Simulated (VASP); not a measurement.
Data:

```
CELL_PARAMETERS angstrom
      3.28218     0.00000     0.00000
      0.00000     3.28218     0.00000
      0.00000     0.00000     3.28218
ATOMIC_POSITIONS crystal
  In 0.50000 0.50000 0.50000
  Pd 0.00000 0.00000 0.00000
```

These are PBEsol GGA, VASP's PBE PAW potentials (set 64) (plane waves; VASP) values and carry that method's errors. Run with 520 eV cut-off, 11×11×11 Γ-centred mesh, first-order Methfessel-Paxton smearing of 0.10 eV, potentials In_d Pd.

Give the stress tensor in GPa (positive for a compressed cell).

```
-4.05   0.00   0.00
 0.00  -4.05   0.00
 0.00   0.00  -4.05
```
The pressure is its mean diagonal, -4.05 GPa.

The compound is PdIn in the CsCl type structure. This cell is one point of a volume scan, at 1.03 of the reference volume. The electron count is odd and the run is not spin-polarised, which forces a metal.
